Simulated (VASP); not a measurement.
Given:

```xyz
2
Lattice="0.0000 3.2826 3.2826 3.2826 0.0000 3.2826 3.2826 3.2826 0.0000" Properties=species:S:1:pos:R:3 pbc="T T T"
Te     3.2826     3.2826     3.2826
Pb     0.0000     0.0000     0.0000
```

All values below come from PW91 GGA, VASP's PBE PAW potentials (set 64) (plane waves; VASP). Run with 520 eV cut-off, 8×8×8 Γ-centred mesh, tetrahedra with Blöchl corrections, potentials Te Pb_d.

Unless said otherwise, spin-orbit coupling is left out, though it shifts the bands of the heavy elements here.

### Question
What does the run give for the energy per atom (σ→0), band gap (on the k-mesh) with the smallest direct gap where there is one?

### Answer

```yaml
band gap (on the k-mesh): 0.81 eV
smallest direct gap (on the k-mesh): 0.81 eV
energy per atom (σ→0): -3.794 eV/atom
```

Total energies compare only between runs with the same potentials, cut-off and functional.

The compound is PbTe in the rock salt structure. It was relaxed first.
